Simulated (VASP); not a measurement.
A convergence study with VASP on Pd (fcc): a few settings are varied, all else stays as given below, so the limit is that of these other settings. The cell's lengths are 1 % over those of the tabulated start, so it is off equilibrium.

```
Pd
1.0
    0.00000     1.96445     1.96445
    1.96445     0.00000     1.96445
    1.96445     1.96445     0.00000
Pd
1
Direct
  0.00000   0.00000   0.00000
```

These are LDA (Ceperley-Alder, Perdew-Zunger), VASP's LDA PAW potentials (set 64) (plane waves; VASP) values and carry that method's errors. The last row used: 550 eV cut-off, 14×14×14 Γ-centred mesh, first-order Methfessel-Paxton smearing of 0.10 eV, potentials Pd.

```
setting                      E (eV/atom)  pressure (GPa)  electronic steps
---------------------------  -----------  --------------  ----------------
ALGO = Normal, EDIFF = 1E-2      -6.4400          -12.94                 8
ALGO = Normal, EDIFF = 1E-3      -6.4400          -12.73                 9
ALGO = Normal, EDIFF = 1E-4      -6.4400          -12.74                 9
ALGO = Normal, EDIFF = 1E-5      -6.4400          -12.74                 9
ALGO = Normal, EDIFF = 1E-6      -6.4400          -12.75                11
ALGO = Normal, EDIFF = 1E-7      -6.4400          -12.75                11
ALGO = Normal, EDIFF = 1E-8      -6.4400          -12.75                12
ALGO = Normal, EDIFF = 1E-9      -6.4400          -12.75                12
ALGO = Fast, EDIFF = 1E-2        -6.4400          -13.27                 8
ALGO = Fast, EDIFF = 1E-3        -6.4400          -12.51                 9
ALGO = Fast, EDIFF = 1E-4        -6.4400          -12.58                 9
ALGO = Fast, EDIFF = 1E-5        -6.4400          -12.92                10
ALGO = Fast, EDIFF = 1E-6        -6.4400          -12.73                12
ALGO = Fast, EDIFF = 1E-7        -6.4400          -12.72                13
ALGO = Fast, EDIFF = 1E-8        -6.4400          -12.74                15
ALGO = Fast, EDIFF = 1E-9        -6.4400          -12.75                16
ALGO = All, EDIFF = 1E-2         -6.4397          -13.59                 9
ALGO = All, EDIFF = 1E-3         -6.4400          -12.61                10
ALGO = All, EDIFF = 1E-4         -6.4400          -12.63                11
ALGO = All, EDIFF = 1E-5         -6.4400          -12.81                12
ALGO = All, EDIFF = 1E-6         -6.4400          -12.76                13
ALGO = All, EDIFF = 1E-7         -6.4400          -12.75                15
ALGO = All, EDIFF = 1E-8         -6.4400          -12.75                17
ALGO = All, EDIFF = 1E-9         -6.4400          -12.75                18
```

Left out are rungs that failed or repeat a setting and relaxations that didn't move; long series are thinned to 24 rows.

The compound is Pd in the fcc structure. The cell was not relaxed at this level.
